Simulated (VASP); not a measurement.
An input for Ansatz (written as the equivalent of a VASP run, and not itself run):

Ansatz 0.2 input:
```yaml
crystal:
  lattice:
    - [3.2535320, 0.0000000, 0.0000000]
    - [-1.6267660, 2.8176420, 0.0000000]
    - [0.0000000, 0.0000000, 13.5939080]
  atoms:
    - { symbol: Mo, position: [0.0000000, 0.0000000, 0.2500000] }
    - { symbol: Mo, position: [0.0000000, 0.0000000, 0.7500000] }
    - { symbol: Se, position: [0.3333330, 0.6666670, 0.3689500] }
    - { symbol: Se, position: [0.6666670, 0.3333330, 0.6310500] }
    - { symbol: Se, position: [0.6666670, 0.3333330, 0.8689500] }
    - { symbol: Se, position: [0.3333330, 0.6666670, 0.1310500] }
kpoints:
  mp_grid: { grid: [3, 3, 3] }
hamiltonian:
  xc: lda
  pseudopotentials: { kind: paw }
scf:
  occupations: { method: gaussian, width: 0.01 }
  max_iter: 100
relax:
  max_steps: 50
  f_tol: 0.01
  cell: {}
output: { forces: true, stress: true, eigenvalues: true }
```

Translate this input to VASP (INCAR, KPOINTS, POSCAR, choice of POTCAR).

This is not unique; one that fits is 
File POSCAR:
```
MoSe2
1.0
  3.2535320000   0.0000000000   0.0000000000
 -1.6267660000   2.8176420000   0.0000000000
  0.0000000000   0.0000000000  13.5939080000
Mo Se
2 4
Cart
  0.0000000000   0.0000000000   3.3984770000
  0.0000000000   0.0000000000  10.1954310000
 -0.0000016268   1.8784289392   5.0154723566
  1.6267676268   0.9392130608   8.5784356434
  1.6267676268   0.9392130608  11.8124263566
 -0.0000016268   1.8784289392   1.7814816434
```

### INCAR
```
SYSTEM=MoSe2
PREC=Accurate; ENCUT=180; LREAL=.FALSE.
LASPH=.TRUE.
EDIFF=1E-6; NELM=100; ALGO=Normal
LMAXMIX=4
ISMEAR=0; SIGMA=0.01
IBRION=2; NSW=50; ISIF=3
EDIFFG=-0.01
LWAVE=.FALSE.; LCHARG=.FALSE.
```

File KPOINTS:
```
K-points
0
G
3 3 3
```

POTCAR, in this order: Mo_sv Se (LDA.64 set). Program: vasp_std.

Limits of the translation: each code has its own PAW files, so the cut-off isn't converted (ENCUT is set for VASP's; basis.ecutwfc is left out, and Ansatz then takes the one that its files recommend); Ansatz stops its SCF on the density residual and VASP on the energy change (EDIFF); Ansatz's lda is the Perdew-Wang form, while the LDA potentials of VASP carry Perdew-Zunger's.

The structure comes from a computed database's MoSe2 entry; how it stands against other phases isn't given here. This run relaxes it. Symmetry was kept, so distortions that lower it aren't found. The k-mesh is coarse (spacing up to 0.78 per Å, 2π included), so the numbers may not be converged in it. The run is one of a series of settings (EDIFFG = -0.01, ENCUT = 180, IBRION = 2, ISIF = 3, NSW = 50, KPOINTS 3×3×3 Γ-centred mesh against the base run), some of them coarse on purpose.
